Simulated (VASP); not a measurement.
A run of VASP 6.6.1 is set up as follows.

Contents of INCAR:

```
SYSTEM = BAs
ALGO     = Normal         ! electronic algorithm
EDIFF    = 1E-6           ! SCF threshold, eV
ENCUT    = 520            ! plane-wave cutoff, eV
ISIF     = 2              ! what is computed and relaxed
ISMEAR   = 0              ! smearing method
LASPH    = .True.         ! aspherical terms in the spheres
LCHARG   = .False.        ! write CHGCAR
LREAL    = .False.        ! projectors in reciprocal space
LWAVE    = .False.        ! write WAVECAR
NBANDS   = 16             ! bands
NELM     = 100            ! most SCF steps
PREC     = Accurate       ! precision mode
SIGMA    = 0.02           ! smearing width, eV
```

File KPOINTS:

```
k-points
0
Gamma
  8 6 8
  0 0 0
```

File POSCAR:

```
BAs
1.0
    3.3459859248      0.0000000000      0.0000000000
    0.0000000000      4.7319387393      0.0000000000
    0.0000000000      0.0000000000      3.3459859248
B As
2 2
Direct
    0.0000000000      0.0000000000      0.0000000000
    0.5000000000      0.5000000000      0.4999853000
    0.5000000000      0.2500000000      0.0000000000
    0.0000000000      0.7500000000      0.4999853000
```

Potentials or basis: VASP PAW LDA potentials, release 64 (B, As).

Launch:

```bash
$ cat potpaw_LDA.64/B/POTCAR potpaw_LDA.64/As/POTCAR > POTCAR
$ mpirun -np 1 vasp_std > vasp.out
```

Question: What does it give for the pressure?

Answer: 1.0 GPa.

Question: Predict the band gap on the k mesh.

Answer: 1.10 eV.

A k mesh can miss the band edges. LDA gaps usually lie below the measured ones, often by a third to a half.
